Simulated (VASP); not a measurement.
Here is the system:

```yaml
crystal:
  lattice:
    - [0.00000, 2.30891, 2.30891]
    - [2.30891, 0.00000, 2.30891]
    - [2.30891, 2.30891, 0.00000]
  atoms:
    - { symbol: Ca, position: [0.00000, 0.00000, 0.00000] }
    - { symbol: O, position: [0.50000, 0.50000, 0.50000] }
```

These are PBE GGA, VASP's PBE PAW potentials (set 64) (plane waves; VASP) values and carry that method's errors. Settings: 600 eV cut-off, 10×10×10 Γ-centred mesh, Gaussian smearing of 0.050 eV, potentials Ca_sv O.

Problem. Predict the energy per atom (σ→0), pressure, band gap (on the k-mesh) with the smallest direct gap where there is one.

Solution. 
```yaml
band gap (on the k-mesh): 3.56 eV
smallest direct gap (on the k-mesh): 3.90 eV
energy per atom (σ→0): -6.299 eV/atom
pressure: 20.01 GPa
```

Total energies compare only between runs with the same potentials, cut-off and functional.

The compound is CaO in the rock salt structure. It was relaxed first under an external pressure of 20 GPa.
